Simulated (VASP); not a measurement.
```cif
data_CoGa
_chemical_formula_sum 'Ga1 Co1'
_space_group_name_H-M_alt 'Pm-3m'
_space_group_IT_number 221
_space_group_name_Hall '-P 4 2 3'
_cell_length_a 2.84310
_cell_length_b 2.84310
_cell_length_c 2.84310
_cell_angle_alpha 90.000
_cell_angle_beta 90.000
_cell_angle_gamma 90.000
loop_
_atom_site_label
_atom_site_type_symbol
_atom_site_symmetry_multiplicity
_atom_site_Wyckoff_symbol
_atom_site_fract_x
_atom_site_fract_y
_atom_site_fract_z
_atom_site_occupancy
Ga1 Ga 1 b 0.50000 0.50000 0.50000 1
Co1 Co 1 a 0.00000 0.00000 0.00000 1
```

These are vdW-DF-cx, VASP's PBE PAW potentials (set 64) (plane waves; VASP) values and carry that method's errors. Numerical set-up: 520 eV cut-off, 13×13×13 Γ-centred mesh, first-order Methfessel-Paxton smearing of 0.10 eV, potentials Ga_d Co.

Give the energy at these volumes per atom, relative to the lowest: 10.80, 11.14, 11.49, 11.83, 12.18 Å³.

28.9, 6.8, 0.0, 5.9, 22.6 meV/atom. A third-order Birch-Murnaghan fit gives B0 = 197 GPa and B0′ = 4.8.

The compound is CoGa in the CsCl type structure. It was relaxed first. The run is not spin-polarised, so no magnetic state was tried.
